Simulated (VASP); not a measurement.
Wanted: the native input for a VASP 6.6.1 run.

- Task: single point
- Functional: PBE
- Potentials or basis: VASP PAW PBE potentials, release 64 (C, Ca_sv)
- Cutoff: 520 eV
- k mesh: 8 × 8 × 8
- Occupations: fermi-dirac, width 0.02 eV
- Spin: no spin polarisation
- Dipole correction: no
- Further INCAR settings: ALGO = Fast; EDIFF = 1e-06; NBANDS = 19

The structure of Ca2C lies in POSCAR:

```
Ca2C
1.0
    0.0400458291      3.1686262253      3.1686262253
    3.1686262253      0.0400458291      3.1686262253
    3.1686262253      3.1686262253      0.0400458291
C Ca
1 2
Direct
    0.0000000000      0.0000000000      0.0000000000
    0.2500000000      0.2500000000      0.2500000000
    0.7500000000      0.7500000000      0.7500000000
```

The cell was built by a generator and needn't be a form met in nature.

The cell isn't the ideal one: shear_111 strain +1.9%.

These files were run (other wordings do the same):

INCAR

```
  PREC = Accurate
  ENCUT = 520
  EDIFF = 1E-6
  ISMEAR = -1
  SIGMA = 0.02
  LREAL = False
  LASPH = True
  NELM = 100
  ALGO = Fast
  ISIF = 2
  LWAVE = False
  LCHARG = False
  GGA = PE
  NBANDS = 19
```

KPOINTS

```
regular mesh
0
Gamma
  8 8 8
```

Potentials or basis: VASP PAW PBE potentials, release 64 (C, Ca_sv).

Run with:

```sh
$ cat potpaw_PBE.64/C/POTCAR potpaw_PBE.64/Ca_sv/POTCAR > POTCAR
$ mpirun -np 1 vasp_std > vasp.out
```

It gave:

The pressure is -0.1 GPa and the largest force is 0.007 eV/Å. The band gap on the k mesh is 0.21 eV, direct.

Run time: 62 s on 1 thread of Intel(R) Xeon(R) 6975P-C (Granite Rapids), with other jobs on the host, peak memory 0.25 GiB.
